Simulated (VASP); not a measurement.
The cell holds one Pb (fcc) (100) slab, with vacuum along c, ions free to move until forces fall under 0.03 eV/Å, no reconstruction beyond this cell, dipole correction on.

Here is the system:

```yaml
crystal:
  lattice:
    - [3.48476, 0.00000, 0.00000]
    - [0.00000, 3.48476, 0.00000]
    - [0.00000, 0.00000, 24.79028]
  atoms:
    - { symbol: Pb, position: [0.00000, 0.50000, 0.35286] }
    - { symbol: Pb, position: [0.50000, 0.00000, 0.44653] }
    - { symbol: Pb, position: [0.00000, 0.50000, 0.55347] }
    - { symbol: Pb, position: [0.50000, 0.00000, 0.64714] }
```

These are PBEsol GGA, VASP's PBE PAW potentials (set 64) (plane waves; VASP) values and carry that method's errors. Numerical set-up: 400 eV cut-off, 8×8×1 Γ-centred mesh, first-order Methfessel-Paxton smearing of 0.10 eV, potentials Pb_d.

Slab and bulk use different k-meshes, so the surface energy is good to a few per cent at best. Unless said otherwise, spin-orbit coupling is left out, though it shifts the bands of the heavy elements here.

Question: Predict its surface energy, work function, band gap (on the k-mesh).

Answer: 
surface energy: 0.43 J/m²
work function: 3.94 eV
band gap (on the k-mesh): none (metal, semimetal or under 0.01 eV)

The cell is a thin slab with vacuum, built from Pb (fcc): (100) face.
